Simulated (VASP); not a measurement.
Consider the following.

```
CELL_PARAMETERS angstrom
      3.80218     0.00000     0.00000
      0.00000     3.80218     0.00000
      0.00000     0.00000     4.67381
ATOMIC_POSITIONS crystal
  Sn 0.50000 0.00000 0.75451
  Sn 0.00000 0.50000 0.24549
  O  0.50000 0.50000 0.00000
  O  0.00000 0.00000 0.00000
```

All values below come from PBE GGA with D4 dispersion, VASP's PBE PAW potentials (set 64) (plane waves; VASP). Run with 520 eV cut-off, 6×6×5 Γ-centred mesh, Gaussian smearing of 0.050 eV, potentials Sn_d O.

**Question.** The ions and cell shape at fixed volume are relaxed. Give the cell that the relaxation ends in.

**Answer.** 
```
CELL_PARAMETERS angstrom
      3.81637     0.00000     0.00000
      0.00000     3.81637     0.00000
      0.00000     0.00000     4.63913
ATOMIC_POSITIONS crystal
  Sn 0.50000 0.00000 0.74892
  Sn 0.00000 0.50000 0.25108
  O  0.50000 0.50000 0.00000
  O  0.00000 0.00000 0.00000
```
Space group P4/nmm (129), at a tolerance of 0.03 Å.

**Question.** How much energy does the relaxation gain?

**Answer.** The energy (σ→0) changes by -3.1 meV/atom, in 6 ionic steps.

```
step  E(σ→0) (eV)  max force (eV/Å)  pressure (GPa)  volume (Å³)
----  -----------  ----------------  --------------  -----------
1        -23.7632             0.471            2.80        67.57
2        -23.7744             0.022            1.36        67.57
3        -23.7745             0.003            1.29        67.57
4        -23.7752             0.001            1.18        67.57
5        -23.7756             0.007            0.97        67.57
6        -23.7756             0.006            1.02        67.57
```

The compound is SnO in the litharge structure. This cell is one point of a volume scan, at 0.97 of the reference volume. Symmetry was kept, so distortions that lower it aren't found.
